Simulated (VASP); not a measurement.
Data:

```xyz
1
Lattice="0.0000 2.5102 2.5102 2.5102 0.0000 2.5102 2.5102 2.5102 0.0000" Properties=species:S:1:pos:R:3 pbc="T T T"
Pb     0.0000     0.0000     0.0000
```

Computed with TPSS meta-GGA, VASP's PBE PAW potentials (set 64) (plane waves; VASP 6.6.1). Settings: 520 eV cut-off, 13×13×13 Γ-centred mesh, first-order Methfessel-Paxton smearing of 0.10 eV, potentials Pb_d.

Unless said otherwise, spin-orbit coupling is left out, though it shifts the bands of the heavy elements here.

What does the run give for the energy per atom (σ→0), band gap (on the k-mesh) with the smallest direct gap where there is one?

- band gap (on the k-mesh): none (metal, semimetal or under 0.01 eV)
- energy per atom (σ→0): -2.998 eV/atom

The compound is Pb in the fcc structure. This cell is one point of a volume scan, at 1.03 of the reference volume.
